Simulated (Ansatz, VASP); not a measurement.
# SiF: VASP beside Ansatz

POSCAR

```
SiF
1.0
    3.0286000000      0.0000000000      0.0000000000
    0.0000000000      3.0286000000      0.0000000000
    0.0000000000      0.0000000000      3.0286000000
Si F
1 1
Direct
    0.5000000000      0.5000000000      0.5000000000
    0.0000000000      0.0000000000      0.0000000000
```

INCAR.step1

```
SYSTEM = SiF
PREC = Accurate ; ENCUT = 520
EDIFF = 1E-5 ; ISMEAR = -1
SIGMA = 0.05 ; LREAL = .False.
LASPH = .True. ; NELM = 100
ALGO = Normal ; ISIF = 2
LWAVE = .True. ; LCHARG = .False.
NBANDS = 12 ; GGA = PE
```

The input INCAR.step2:

```
SYSTEM = SiF
PREC = Accurate ; ENCUT = 520
EDIFF = 1E-7 ; ISMEAR = -1
SIGMA = 0.05 ; LREAL = .False.
LASPH = .True. ; NELM = 100
ALGO = Normal ; ISIF = 2
LWAVE = .False. ; LCHARG = .False.
GGA = PE ; LHFCALC = .True.
HFSCREEN = 0.15 ; AEXX = 0.25
PRECFOCK = Fast ; NBANDS = 12
ISTART = 1
```

File KPOINTS:

```
regular mesh
0
Gamma
  5 5 5
  0 0 0
```

File input.yaml:

```yaml
crystal:
  lattice:
    - [3.0286, 0.0, 0.0]
    - [0.0, 3.0286, 0.0]
    - [0.0, 0.0, 3.0286]
  atoms:
    - { symbol: Si, position: [0.5, 0.5, 0.5] }
    - { symbol: F, position: [0.0, 0.0, 0.0] }
hamiltonian:
  xc:
    exchange: pbe
    correlation: pbe
    exx: { coeff: 0.25, omega: 0.15 }
  pseudopotentials: { kind: paw }
kpoints:
  mp_grid: { grid: [5, 5, 5] }
scf:
  occupations: { method: fermi_dirac, width: 0.05 }
output:
  forces: true
  stress: true
  eigenvalues: true
  write_density: true
  write_potential: true
  elf: true
  volumetric_format: npy
```

The cell was built by a generator and needn't be a form met in nature.

Alike in both runs: task single point; functional HSE(alpha, omega); k mesh 5 × 5 × 5; occupations fermi-dirac, width 0.05 eV; no spin polarisation.

```csv
,VASP,Ansatz
version,VASP 6.6.1,Ansatz 0.2.0
potentials or method,"VASP PAW PBE potentials, release 64 (Si, F)",Ansatz PAW
plane-wave cutoff (eV),520,420
valence electrons in the cell,11,11
```

Ansatz gave:

| Property | Result |
| --- | --- |
| gap on the k mesh at the Fermi level (eV) | none |
| pressure (GPa) | -1.9 |

Problem. What did VASP give for the same quantities?

Solution. gap on the k mesh at the Fermi level (eV): none; pressure (GPa): -2.1.

A gap of «none» marks a metal or a gap that the smearing closes.

Caveats: the k mesh is coarse (spacing up to 0.41 Å⁻¹), so the values aren't converged, least of all with exact exchange; an odd number of electrons without spin polarisation forces a metal; a magnetic or distorted state may lie lower; the PAW data sets were made with another functional, which shifts forces and pressure a little (VASP); the PAW data sets come from PBE, with cores solved anew for the run's functional, which leaves a small shift of forces and pressure (Ansatz); the thresholds are loose for stress (Ansatz).
